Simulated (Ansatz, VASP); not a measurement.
## AgB2: VASP beside Ansatz

```
CELL_PARAMETERS angstrom
3.00000 0.00000 0.00000
-1.50000 2.59808 0.00000
0.00000 0.00000 3.24000
ATOMIC_POSITIONS crystal
Ag 0.00000 0.00000 0.00000
B 0.66667 0.33333 0.50000
B 0.33333 0.66667 0.50000
```

Alike in both runs: task relaxation of cell and atoms; functional LDA; k mesh 10 × 10 × 8; occupations fermi-dirac, width 0.05 eV; no spin polarisation.

```csv
,VASP,Ansatz
version,VASP 6.6.1,Ansatz 0.2.0
potentials or method,"VASP PAW LDA potentials, release 64 (Ag, B)",Ansatz PAW
plane-wave cutoff (eV),600,420
valence electrons in the cell,17,25
```

Ansatz gave:

```
gap on the k mesh at the Fermi level, each at its own relaxed structure (eV) : none
relaxed volume (Å³/atom)                                                     : 10.04
relaxed cell length with the largest relative difference (Å)                 : 3.924
energy change over the relaxation (meV/atom)                                 : -283
```

Problem. Estimate VASP's values.

Solution. gap on the k mesh at the Fermi level, each at its own relaxed structure (eV): none; relaxed volume (Å³/atom): 10.05; relaxed cell length with the largest relative difference (Å): 3.927; energy change over the relaxation (meV/atom): -286.

A gap of «none» marks a metal or a gap that the smearing closes. The two sets of potentials don't hold the same shells in valence.

Caveats: the volume moved by over 15 % at a fixed basis, so the end points are rough; the plane-wave basis is chosen anew once the cell has moved, so the energies of steps on either side of that aren't comparable (Ansatz); the PAW data sets come from PBE, with cores solved anew for the run's functional, which leaves a small shift of forces and pressure (Ansatz).
